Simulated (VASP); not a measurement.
Output of a VASP run:

### OUTCAR
```
 ion  position               nearest neighbor table
   1  0.000  0.000  0.000-
   2  0.500  0.500  0.500-   3 2.82   4 2.82   5 2.82   5 2.82   3 2.82   4 2.82
   3  0.500  0.000  0.500-   2 2.82   2 2.82
   4  0.000  0.500  0.500-   2 2.82   2 2.82
   5  0.500  0.500  0.000-   2 2.82   2 2.82
  LATTYP: Found a simple cubic cell.
 ALAT       =     5.6364846075
 Subroutine PRICEL returns:
 Original cell was already a primitive cell.
 Subroutine GETGRP returns: Found 48 space group operations
The static configuration has the point symmetry O_h .
The dynamic configuration has the point symmetry O_h .
 Subroutine INISYM returns: Found 48 space group operations
 Subroutine IBZKPT returns following result:
 Found     10 irreducible k-points:

 Following reciprocal coordinates:
            Coordinates               Weight
  0.000000  0.000000  0.000000      1.000000
  0.200000  0.000000  0.000000      6.000000
  0.400000  0.000000  0.000000      6.000000
  0.200000  0.200000  0.000000     12.000000
  0.400000  0.200000  0.000000     24.000000
  0.400000  0.400000  0.000000     12.000000
  0.200000  0.200000  0.200000      8.000000
  0.400000  0.200000  0.200000     24.000000
  0.400000  0.400000  0.200000     24.000000
  0.400000  0.400000  0.400000      8.000000
   k-points           NKPTS =     10   k-points in BZ     NKDIM =     10   number of bands    NBANDS=     26
   number of dos      NEDOS =    601   number of ions     NIONS =      5
   total plane-waves  NPLWV =  74088
   dimension x,y,z NGX =    42 NGY =   42 NGZ =   42
   dimension x,y,z NGXF=    84 NGYF=   84 NGZF=   84
   ions per type =               1   1   3
   PREC   = accura    normal or accurate (medium, high low for compatibility)
   ISTART =      0    job   : 0-new  1-cont  2-samecut
   ICHARG =      2    charge: 1-file 2-atom 10-const
   ISPIN  =      1    spin polarized calculation?
   LNONCOLLINEAR =      F non collinear calculations
   LSORBIT =      F    spin-orbit coupling
   INIWAV =      1    electr: 0-lowe 1-rand  2-diag
   ENCUT  =  520.0 eV  38.22 Ry    6.18 a.u.  10.48 10.48 10.48*2*pi/ulx,y,z
   NELM   =    100;   NELMIN=  2; NELMDL= -5     # of ELM steps
   EDIFF  = 0.1E-06   stopping-criterion for ELM
   LREAL  =      F    real-space projection
   NLSPLINE    = F    spline interpolate recip. space projectors
   LMAXMIX     =    4 max onsite mixed and CHGCAR
   VOSKOWN=      0    Vosko Wilk Nusair interpolation
   EDIFFG = 0.1E-05   stopping-criterion for IOM
   NSW    =      0    number of steps for IOM
   NBLOCK =      1;   KBLOCK =      1    inner block; outer block
   IBRION =     -1    ionic relax: 0-MD 1-quasi-New 2-CG
   NFREE  =      0    steps in history (QN), initial steepest desc. (CG)
   ISIF   =      2    stress and relaxation
   ISYM   =      2    0-nonsym 1-usesym 2-fastsym
   TEIN   =    0.0    initial temperature
   TEBEG  =    0.0;   TEEND  =   0.0 temperature during run
   SMASS  =  -3.00    Nose mass-parameter (am)
   PSTRESS=    0.0 pullay stress
   NELECT =      44.0000    total number of electrons
   EFERMI =   0.00;   METHOD = LEGACY
   ISMEAR =    -5;   SIGMA  =   0.20  broadening in eV -4-tet -1-fermi 0-gaus
   IALGO  =     38    algorithm
   LDIAG  =      T    sub-space diagonalisation (order eigenvalues)
   IMIX   =      4    mixing-type and parameters
     AMIX     =   0.40;   BMIX     =  1.00
     AMIX_MAG =   1.60;   BMIX_MAG =  1.00
     AMIN     =   0.10
   GGA     = CX    functional components
   VOSKOWN =     0    Vosko Wilk Nusair interpolation
   LHFCALC =     F    Hartree Fock is set to
   LHFONE  =     F    Hartree Fock one center treatment
   AEXX    =    0.0000 exact exchange contribution
   LUSE_VDW   =     T    switch on vdW DFT
   IVDW    =     0    specifies the selected vdW correction
   LEPSILON=     F    determine dielectric tensor
   LRPA    =     F    only Hartree local field effects (RPA)
  energy-cutoff  :      520.00
  volume of cell :      179.07
...
```

**OSZICAR**
```
       N       E                     dE             d eps       ncg     rms          rms(c)
DAV:   1     0.435487434882E+03    0.43549E+03   -0.19648E+04   520   0.154E+03
DAV:   2     0.496207375664E+02   -0.38587E+03   -0.37663E+03   590   0.354E+02
DAV:   3    -0.496792359241E+01   -0.54589E+02   -0.54311E+02   648   0.139E+02
DAV:   4    -0.723250603266E+01   -0.22646E+01   -0.22612E+01   656   0.347E+01
DAV:   5    -0.729724271710E+01   -0.64737E-01   -0.64723E-01   726   0.532E+00    0.497E+00
DAV:   6    -0.656708999059E+01    0.73015E+00   -0.16481E+00   702   0.148E+01    0.326E+00
DAV:   7    -0.655058185891E+01    0.16508E-01   -0.60825E-01   774   0.486E+00    0.174E+00
DAV:   8    -0.657299464301E+01   -0.22413E-01   -0.91092E-02   776   0.260E+00    0.277E-01
DAV:   9    -0.657317747275E+01   -0.18283E-03   -0.21176E-02   766   0.122E+00    0.133E-01
DAV:  10    -0.657454974152E+01   -0.13723E-02   -0.29376E-03   632   0.369E-01    0.520E-02
DAV:  11    -0.657466932756E+01   -0.11959E-03   -0.27444E-04   734   0.153E-01    0.163E-02
DAV:  12    -0.657468758246E+01   -0.18255E-04   -0.50565E-05   692   0.787E-02    0.698E-03
DAV:  13    -0.657468822141E+01   -0.63896E-06   -0.39885E-06   652   0.144E-02    0.317E-03
DAV:  14    -0.657468892108E+01   -0.69967E-06   -0.16211E-06   584   0.104E-02    0.904E-04
DAV:  15    -0.657468897149E+01   -0.50409E-07   -0.24963E-08   456   0.127E-03
   1 F= -.65746890E+01 E0= -.65746890E+01  d E =0.000000E+00
```

OUTCAR:
```
------------------------ aborting loop because EDIFF is reached ----------------------------------------
  FORCE on cell =-STRESS in cart. coord.  units (eV):
  Direction    XX          YY          ZZ          XY          YZ          ZX
  --------------------------------------------------------------------------------------
  Total       -0.0381875     -0.0381875     -0.0381875      0.0000000     -0.0000000      0.0000000
  in kB       -0.3416697     -0.3416697     -0.3416697      0.0000000     -0.0000000      0.0000000
  external PRESSURE =      -0.3416697 kB  Pullay stress =       0.0000000 kB
  volume of cell :      179.07
      direct lattice vectors                 reciprocal lattice vectors
     5.636484607  0.000000000  0.000000000     0.177415547  0.000000000  0.000000000
     0.000000000  5.636484607  0.000000000     0.000000000  0.177415547  0.000000000
     0.000000000  0.000000000  5.636484607     0.000000000  0.000000000  0.177415547
 POSITION                                       TOTAL-FORCE (eV/Angst)
 -----------------------------------------------------------------------------------
      0.00000      0.00000      0.00000         0.000000      0.000000      0.000000
      2.81824      2.81824      2.81824         0.000000      0.000000      0.000000
      2.81824      0.00000      2.81824         0.000000      0.000000      0.000000
      0.00000      2.81824      2.81824         0.000000      0.000000      0.000000
      2.81824      2.81824      0.00000         0.000000      0.000000      0.000000
 -----------------------------------------------------------------------------------
    total drift:                                0.000000     -0.000000     -0.000000
  FREE ENERGIE OF THE ION-ELECTRON SYSTEM (eV)
  ---------------------------------------------------
  free  energy   TOTEN  =        -6.5746889715 eV

  energy  without entropy=       -6.5746889715  energy(sigma->0) =       -6.57468897

 total charge

# of ion       s       p       d       tot
------------------------------------------
    1        1.828   4.703   0.011   6.542
    2        1.509   0.441   9.858  11.808
    3        1.601   3.514   0.000   5.115
    4        1.601   3.514   0.000   5.115
    5        1.601   3.514   0.000   5.115
--------------------------------------------------
tot          8.140  15.686   9.869  33.695

 Electric field gradients after diagonalization (V/A^2)
 (convention: |V_zz| > |V_xx| > |V_yy|)
----------------------------------------------------------------------
 ion       V_xx      V_yy      V_zz     asymmetry (V_yy - V_xx)/ V_zz
----------------------------------------------------------------------
   1       0.000     0.000    -0.000       0.093
   2       0.000     0.000    -0.000       0.020
   3     -43.379   -43.379    86.758       0.000
   4     -43.379   -43.379    86.758       0.000
   5     -43.379   -43.379    86.758       0.000
```
(Selected blocks of OUTCAR.)

**POSCAR**
```
CsPbCl3
1
    5.6364846075    -0.0000000000    -0.0000000000
   -0.0000000000     5.6364846075    -0.0000000000
   -0.0000000000     0.0000000000     5.6364846075
Cs Pb Cl
1 1 3
Direct
  0.0000000000   0.0000000000   0.0000000000
  0.5000000000   0.5000000000   0.5000000000
  0.5000000000   0.0000000000   0.5000000000
  0.0000000000   0.5000000000   0.5000000000
  0.5000000000   0.5000000000   0.0000000000
```

### Question
Reconstruct the remaining input files.

### Answer
One answer among several that fit: the input of the run itself, vdW-DF-cx, plane waves, VASP's PBE PAW potentials (set 64).

### KPOINTS
```
Automatic mesh
0
Gamma
5 5 5
0 0 0
```

INCAR:
```
SYSTEM = CsPbCl3
PREC = Accurate
ENCUT = 520
EDIFF = 1E-7
NELM = 100
ALGO = Normal
LREAL = .FALSE.
LASPH = .TRUE.
ISMEAR = -5
GGA = CX
LUSE_VDW = .TRUE.
AGGAC = 0.0
LMAXMIX = 4
LWAVE = .FALSE.
LCHARG = .TRUE.
LORBIT = 11
NEDOS = 601
ISIF = 2
LEFG = .TRUE.
```

POTCAR, in this order: Cs_sv Pb_d Cl (PBE.64 set). Program: vasp_std.

The compound is CsPbCl3 in the cubic perovskite structure, the ideal cubic form; the compound distorts at low or room temperature. It was relaxed first.
